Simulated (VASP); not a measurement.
Output of a VASP run:

File OUTCAR:
```
 ion  position               nearest neighbor table
   1  1.000  0.999  1.000-  41 1.88  72 1.88  49 1.89  38 1.89  37 3.07   4 3.07   3 3.07  36 3.07
                            17 3.07  34 3.08  28 3.08   5 3.09  26 3.09  13 3.09   9 3.09  12 3.11
   2  0.999  0.001  0.500-  40 1.88  63 1.88  39 1.89  71 1.90  35 2.89  18 2.90  27 3.08   6 3.08
                            12 3.10   4 3.11  28 3.11  37 3.11  14 3.11  10 3.12   3 3.13  36 3.14
   3  0.222  0.111  0.753-  38 1.89  50 1.89  54 1.89  40 1.93   1 3.07  13 3.08   7 3.09  28 3.09
                            11 3.10  36 3.10  15 3.10  19 3.10  17 3.11  14 3.13   2 3.13
   4  0.107  0.220  0.247-  55 1.88  41 1.88  43 1.89  39 1.90  18 2.91  17 3.03  29 3.04  37 3.04
                             5 3.07   1 3.07   8 3.09  12 3.10   2 3.11  20 3.12   6 3.12  16 3.12
   5  1.000  0.332  0.999-  64 1.88  41 1.88  42 1.89  45 1.89   4 3.07  29 3.07  30 3.07  17 3.07
                             7 3.07  32 3.07  28 3.08  26 3.09   1 3.09   9 3.10  22 3.10   8 3.11
   6  1.000  0.333  0.501-  67 1.84  44 1.85  63 1.90  43 1.90  18 2.87  31 2.88  10 3.08  23 3.08
                             2 3.08  27 3.09   8 3.10  32 3.11   7 3.11  28 3.11  29 3.12   4 3.12
   7  0.221  0.443  0.752-  42 1.88  57 1.89  54 1.90  44 1.92   5 3.07  22 3.09   3 3.09  32 3.09
                            28 3.09  11 3.10  24 3.10   6 3.11  19 3.11  17 3.12  23 3.12  18 3.14
   8  0.111  0.555  0.250-  58 1.90  47 1.90  43 1.90  45 1.91  20 3.07  33 3.07  23 3.09   4 3.09
                            29 3.09  10 3.09  12 3.09   6 3.10  25 3.10   9 3.10  22 3.10   5 3.11
   9  1.000  0.666  0.000-  45 1.89  49 1.89  68 1.89  46 1.90  36 3.08  33 3.08  32 3.09  22 3.09
                            13 3.09  11 3.09   1 3.09  34 3.10   5 3.10  30 3.10   8 3.10  12 3.10
  10  0.001  0.666  0.500-  48 1.89  67 1.89  47 1.89  71 1.90  23 3.07   6 3.08  31 3.09   8 3.09
                            14 3.09  33 3.10  12 3.10  11 3.10   2 3.12  32 3.12  35 3.13  36 3.13
  11  0.222  0.777  0.751-  50 1.89  46 1.89  57 1.89  48 1.91   9 3.09  22 3.09   3 3.10  36 3.10
                            23 3.10  13 3.10  15 3.10  24 3.10   7 3.10  32 3.10  10 3.10  14 3.10
  12  0.111  0.888  0.250-  51 1.90  47 1.90  39 1.90  49 1.91  16 3.08  33 3.08  25 3.09   8 3.09
                            14 3.09  10 3.10  37 3.10  13 3.10   4 3.10   9 3.10   2 3.10   1 3.11
  13  0.333  0.999  0.000-  60 1.89  49 1.89  53 1.89  50 1.90   3 3.08  15 3.08  16 3.09  22 3.09
                             9 3.09  30 3.09  17 3.09   1 3.09  26 3.10  11 3.10  25 3.10  12 3.10
  14  0.333  1.000  0.500-  48 1.89  51 1.89  52 1.89  40 1.90  23 3.08  16 3.09  10 3.09  25 3.09
                            12 3.09  27 3.10  11 3.10   2 3.11  15 3.12  31 3.12   3 3.13  18 3.14
  15  0.556  0.110  0.753-  61 1.89  50 1.89  65 1.89  52 1.92  26 3.07  13 3.08  32 3.09  28 3.09
                            24 3.09  11 3.10   3 3.10  19 3.10  30 3.11  27 3.12  14 3.12
  16  0.444  0.220  0.250-  51 1.88  53 1.90  66 1.90  55 1.90  30 3.06  17 3.06  25 3.08  12 3.08
                            13 3.09  14 3.09  31 3.10  18 3.11  33 3.12  29 3.12  20 3.12   4 3.12
  17  0.330  0.331  0.006-  54 1.87  41 1.88  53 1.89  56 1.89  19 2.91   4 3.03  20 3.06  16 3.06
                             1 3.07   5 3.07  13 3.09  22 3.10   3 3.11   7 3.12  34 3.13  30 3.14
  18  0.302  0.321  0.488-  44 1.85  55 1.86  40 1.89  21 2.17   6 2.87   2 2.90   4 2.91  20 3.08
                            23 3.08  16 3.11   7 3.14  14 3.14
  19  0.555  0.443  0.781-  65 1.87  54 1.87  69 1.87  21 2.18  30 2.91  17 2.91  34 2.91   3 3.10
                            15 3.10  36 3.11  32 3.11  24 3.11   7 3.11
  20  0.442  0.556  0.249-  58 1.88  56 1.89  55 1.90  70 1.90  17 3.06  34 3.06   8 3.07  18 3.08
                            25 3.08  22 3.08  35 3.09  23 3.10   4 3.12  16 3.12  37 3.13  33 3.13
  21  0.554  0.440  0.565-  31 2.15  18 2.17  19 2.18  35 2.21
  22  0.333  0.666  0.000-  45 1.89  60 1.89  56 1.89  57 1.90  24 3.08  20 3.08   7 3.09   9 3.09
                            13 3.09  11 3.09  26 3.09   5 3.10  34 3.10  17 3.10   8 3.10  25 3.10
  23  0.331  0.667  0.500-  48 1.89  44 1.89  58 1.89  59 1.90  10 3.07  14 3.08  18 3.08   6 3.08
                             8 3.09  25 3.09  11 3.10  20 3.10  27 3.11  35 3.11   7 3.12  24 3.13
  24  0.555  0.777  0.753-  61 1.88  57 1.89  69 1.89  59 1.93  26 3.07  22 3.08  36 3.09  28 3.09
                            15 3.09  11 3.10   7 3.10  19 3.11  34 3.11  27 3.13  23 3.13
  25  0.444  0.889  0.250-  51 1.90  58 1.90  62 1.90  60 1.91  20 3.08  16 3.08  12 3.09  14 3.09
                            23 3.09  29 3.10  37 3.10   8 3.10  13 3.10  27 3.10  22 3.10  26 3.11
  26  0.667  0.999  1.000-  64 1.88  72 1.88  60 1.89  61 1.89  37 3.07  29 3.07  30 3.07  15 3.07
                            24 3.07  34 3.08  28 3.08   5 3.09   1 3.09  22 3.09  13 3.10  25 3.11
  27  0.667  0.000  0.500-  52 1.86  59 1.88  63 1.89  62 1.89  35 2.87  31 2.89   2 3.08   6 3.09
                            14 3.10  25 3.10  28 3.11  23 3.11  29 3.11  37 3.11  15 3.12  24 3.13
  28  0.888  0.110  0.752-  42 1.89  61 1.89  38 1.89  63 1.92   5 3.08  26 3.08   1 3.08  32 3.09
                            15 3.09   7 3.09   3 3.09  24 3.09  36 3.09   2 3.11  27 3.11   6 3.11
  29  0.780  0.220  0.247-  66 1.87  64 1.88  43 1.89  62 1.90  31 2.91  30 3.03   4 3.04  37 3.04
                             5 3.07  26 3.07   8 3.09  25 3.10  27 3.11  33 3.11   6 3.12  16 3.12
  30  0.668  0.331  0.006-  65 1.87  64 1.87  53 1.89  68 1.89  19 2.91  29 3.03  33 3.06  16 3.06
                            26 3.07   5 3.07  13 3.09   9 3.10  15 3.11  32 3.12  34 3.14  17 3.14
  31  0.684  0.320  0.489-  67 1.86  66 1.87  52 1.89  21 2.15   6 2.88  27 2.89  29 2.91  33 3.08
                            10 3.09  16 3.10  14 3.12  32 3.14
  32  0.888  0.443  0.752-  42 1.89  46 1.89  65 1.90  67 1.92   5 3.07  15 3.09  28 3.09   7 3.09
                             9 3.09  11 3.10  36 3.10   6 3.11  19 3.11  30 3.12  10 3.12  31 3.14
  33  0.780  0.555  0.250-  47 1.88  68 1.90  66 1.90  70 1.90  30 3.06  34 3.07   8 3.07  31 3.08
                            12 3.08   9 3.08  10 3.10  35 3.10  29 3.11  16 3.12  37 3.13  20 3.13
  34  0.668  0.669  0.006-  69 1.87  72 1.88  68 1.89  56 1.89  19 2.91  37 3.04  20 3.06  33 3.07
                            26 3.08   1 3.08   9 3.10  22 3.10  36 3.11  24 3.11  17 3.13  30 3.14
  35  0.681  0.698  0.488-  70 1.85  59 1.85  71 1.87  21 2.21  27 2.87   2 2.89  37 2.90  20 3.09
                            33 3.10  23 3.11  10 3.13
  36  0.888  0.777  0.753-  38 1.89  46 1.89  69 1.89  71 1.93   1 3.07   9 3.08  24 3.09  28 3.09
                            11 3.10   3 3.10  32 3.10  19 3.11  34 3.11  10 3.13   2 3.14
  37  0.780  0.893  0.247-  72 1.88  62 1.89  39 1.89  70 1.89  35 2.90  34 3.04  29 3.04   4 3.04
                             1 3.07  26 3.07  25 3.10  12 3.10   2 3.11  27 3.11  20 3.13  33 3.13
  38  0.999  0.999  0.813-  36 1.89   3 1.89  28 1.89   1 1.89
  39  1.000  0.999  0.313-  37 1.89   2 1.89  12 1.90   4 1.90
  40  0.219  0.107  0.563-   2 1.88  18 1.89  14 1.90   3 1.93
  41  0.108  0.220  0.061-  17 1.88   1 1.88   5 1.88   4 1.88
  42  1.000  0.332  0.813-   7 1.88  32 1.89  28 1.89   5 1.89
  43  1.000  0.332  0.313-   4 1.89  29 1.89   8 1.90   6 1.90
...
```

### OSZICAR
```
       N       E                     dE             d eps       ncg     rms          rms(c)
DAV:   1    -0.620772990256E+03   -0.62077E+03   -0.11256E+01   724   0.786E+00    0.162E+01
DAV:   2    -0.620855092841E+03   -0.82103E-01   -0.31692E-01   776   0.121E+00    0.116E+01
DAV:   3    -0.620836833543E+03    0.18259E-01   -0.20131E-02   848   0.327E-01    0.687E+00
DAV:   4    -0.620830398813E+03    0.64347E-02   -0.64631E-03   798   0.168E-01    0.395E+00
DAV:   5    -0.620828357568E+03    0.20412E-02   -0.11723E-03   814   0.716E-02    0.227E+00
DAV:   6    -0.620827654315E+03    0.70325E-03   -0.29318E-04   798   0.393E-02    0.130E+00
DAV:   7    -0.620827427717E+03    0.22660E-03   -0.10028E-04   798   0.238E-02    0.744E-01
DAV:   8    -0.620827356989E+03    0.70728E-04   -0.25302E-05   470   0.135E-02    0.432E-01
DAV:   9    -0.620827336218E+03    0.20770E-04   -0.14366E-05   446   0.105E-02    0.244E-01
DAV:  10    -0.620827331422E+03    0.47961E-05   -0.40845E-06   462   0.556E-03
   1 F= -.62082733E+03 E0= -.62082733E+03  d E =-.163562E-14  mag=     1.0000
```

File OUTCAR:
```
------------------------ aborting loop because EDIFF is reached ----------------------------------------
  volume of cell :      755.65
      direct lattice vectors                 reciprocal lattice vectors
     4.640980826 -8.038414841  0.000000000     0.107735847 -0.062201318  0.000000000
     4.640980826  8.038414841  0.000000000     0.107735847  0.062201318  0.000000000
     0.000000000  0.000000000 10.127683409     0.000000000  0.000000000  0.098739263
  FREE ENERGIE OF THE ION-ELECTRON SYSTEM (eV)
  ---------------------------------------------------
  free  energy   TOTEN  =      -620.8273314219 eV

  energy  without entropy=     -620.8273314219  energy(sigma->0) =     -620.82733142

  exchange ACFDT corr.  =         0.00000000  see jH, gK, PRB 81, 115126

 total charge

# of ion       s       p       d       tot
------------------------------------------
    1        0.704   0.984   0.000   1.687
    2        0.710   0.981   0.000   1.691
    3        0.705   0.972   0.000   1.677
    4        0.709   0.989   0.000   1.698
    5        0.704   0.984   0.000   1.688
    6        0.707   1.001   0.000   1.708
    7        0.705   0.970   0.000   1.675
    8        0.705   0.972   0.000   1.677
    9        0.702   0.976   0.000   1.679
   10        0.702   0.976   0.000   1.678
   11        0.705   0.974   0.000   1.679
   12        0.705   0.972   0.000   1.677
   13        0.702   0.977   0.000   1.679
   14        0.702   0.977   0.000   1.679
   15        0.705   0.971   0.000   1.676
   16        0.704   0.975   0.000   1.679
   17        0.705   0.988   0.000   1.694
   18        0.728   1.049   0.000   1.777
   19        0.722   1.048   0.000   1.770
   20        0.705   0.976   0.000   1.681
   21        0.811   1.198   0.000   2.010
   22        0.702   0.977   0.000   1.679
   23        0.702   0.976   0.000   1.678
   24        0.705   0.972   0.000   1.677
   25        0.705   0.972   0.000   1.677
   26        0.704   0.984   0.000   1.688
   27        0.709   0.988   0.000   1.697
   28        0.706   0.975   0.000   1.681
   29        0.709   0.990   0.000   1.699
   30        0.705   0.988   0.000   1.694
   31        0.725   1.059   0.000   1.784
   32        0.705   0.970   0.000   1.675
   33        0.705   0.975   0.000   1.680
   34        0.705   0.988   0.000   1.694
   35        0.734   1.028   0.000   1.763
   36        0.705   0.972   0.000   1.678
   37        0.710   0.986   0.000   1.696
   38        0.827   1.729   0.000   2.556
   39        0.827   1.724   0.000   2.551
   40        0.834   1.699   0.000   2.533
   41        0.831   1.743   0.000   2.574
   42        0.827   1.732   0.000   2.559
   43        0.826   1.725   0.000   2.551
   44        0.831   1.742   0.000   2.573
   45        0.826   1.718   0.000   2.545
   46        0.825   1.723   0.000   2.548
   47        0.826   1.726   0.000   2.552
   48        0.828   1.725   0.000   2.552
   49        0.826   1.719   0.000   2.546
   50        0.825   1.724   0.000   2.549
   51        0.826   1.726   0.000   2.552
   52        0.833   1.714   0.000   2.547
...
```
(Selected blocks of OUTCAR.)

### POSCAR
```
C35Si37
1
    4.6409808259    -8.0384148409     0.0000000000
    4.6409808259     8.0384148409     0.0000000000
    0.0000000000     0.0000000000    10.1276834094
Si C
37 35
Direct
  0.9996981078   0.9994424824   0.9997620369
  0.9990444586   0.0007330006   0.4995011019
  0.2216859394   0.1107840907   0.7530280850
  0.1068801409   0.2199998984   0.2469900684
  0.9995431767   0.3323668714   0.9994071254
  0.9998632952   0.3334841712   0.5005515218
  0.2212597069   0.4431944920   0.7521616985
  0.1106506553   0.5547548924   0.2503722956
  0.9998901755   0.6661678146   0.0003715688
  0.0005963063   0.6658081091   0.5000523946
  0.2217405610   0.7773156298   0.7507873139
  0.1110640604   0.8882908617   0.2504798637
  0.3330338305   0.9994716718   0.0004989099
  0.3332127406   0.9995100233   0.5000234816
  0.5556686989   0.1104715954   0.7527098417
  0.4435502654   0.2200841654   0.2500241012
  0.3300091988   0.3312029367   0.0055059152
  0.3024876197   0.3213407267   0.4884622724
  0.5551042418   0.4431411039   0.7806511915
  0.4423755141   0.5559196213   0.2494189014
  0.5542767258   0.4402958976   0.5650427195
  0.3328603654   0.6663228522   0.0002768935
  0.3313387120   0.6665967640   0.5000722873
  0.5552942458   0.7769901302   0.7528252358
  0.4441147279   0.8885583987   0.2504040369
  0.6665694182   0.9994766356   0.9996264135
  0.6673142881   0.0003958983   0.4998211190
  0.8883948214   0.1102460429   0.7515439976
  0.7797238209   0.2198268208   0.2470290409
  0.6679536453   0.3309634598   0.0055215032
  0.6837406843   0.3198094676   0.4889359565
  0.8883541609   0.4429385207   0.7521188086
  0.7797377739   0.5553123139   0.2496521740
  0.6676627767   0.6686715972   0.0055292179
  0.6807926271   0.6979291521   0.4875512772
  0.8880120476   0.7768583916   0.7531503298
  0.7795815832   0.8925280689   0.2469528826
  0.9993937657   0.9990821426   0.8127568617
  0.9995857296   0.9991983205   0.3128165516
  0.2185299532   0.1072682384   0.5628308101
  0.1075546596   0.2199286258   0.0613403945
  0.9995059384   0.3322880332   0.8126150376
  0.9996449066   0.3323448995   0.3130273107
  0.2165358468   0.4448008420   0.5623179938
  0.1106510508   0.5546929797   0.0613264498
  0.9993139710   0.6656851282   0.8123781978
  0.9999557179   0.6662118738   0.3133371162
  0.2217909234   0.7782455054   0.5618672906
  0.1107979892   0.8883926056   0.0614758770
  0.3330488478   0.9995916695   0.8125379568
  0.3331125749   0.9996138755   0.3133468647
  0.5551872176   0.1057120176   0.5626886788
  0.4439850965   0.2212641568   0.0625838478
  0.3280018023   0.3303430913   0.8206821142
  0.3283721044   0.3307385212   0.3057539510
  0.4437168025   0.5553758529   0.0623707362
  0.3328105682   0.6658536311   0.8122845218
  0.3327804231   0.6664559260   0.3133008690
  0.5539062067   0.7797359461   0.5626261703
  0.4443570985   0.8885370042   0.0613955915
  0.6663251015   0.9989986116   0.8126875451
  0.6665254225   0.9991110715   0.3128521320
  0.8885048359   0.1104453884   0.5618718809
  0.7792010083   0.2198134116   0.0612794672
  0.6688580399   0.3300191564   0.8207893571
  0.6691094837   0.3301634071   0.3055428867
  0.8946637251   0.4441350062   0.5623062367
  0.7780543109   0.5551525903   0.0624459028
  0.6685048339   0.6706532315   0.8205715053
  0.6680033921   0.6695094348   0.3063172579
  0.8908243158   0.7788795936   0.5628337209
  0.7790042178   0.8912126395   0.0615663306
```

Write an INCAR and KPOINTS that could have produced this output.

Several could match; the one computed here: the input of the run itself, HSE06 screened hybrid, plane waves, VASP's PBE PAW potentials (set 64).

KPOINTS:
```
Automatic mesh
0
Gamma
1 1 1
0 0 0
```

### INCAR
```
# general
SYSTEM  =C35Si37
PREC    =Normal
ENCUT   =400
LREAL   =Auto
LASPH   =.True.
ISYM    =0
NELECT  =287.0

# electronic loop
EDIFF   =1E-5
NELM    =50
NELMIN  =4
ALGO    =Normal

# smearing
ISMEAR  =0
SIGMA   =0.05

# functional
GGA     =PE
LHFCALC =.True.
AEXX    =0.25
HFSCREEN=0.2
PRECFOCK=Fast

# spin
ISPIN   =2
MAGMOM  =72*0.0139
NUPDOWN =1

# ions
ISIF    =0

# output
LWAVE   =.False.
LCHARG  =.False.
LORBIT  =10
```

POTCAR, in this order: Si C (PBE.64 set). Program: vasp_gam. Read from the step before: WAVECAR.

The cell is charged, with a uniform compensating background. The supercell is sampled at Γ alone, which is coarse: total energies, pressure and levels can be off, energies of defects by several tenths of an eV.

The cell is a supercell with a defect, built from SiC (4h): Si_C, charge +1. The cell's shape comes from a PBE relaxation.
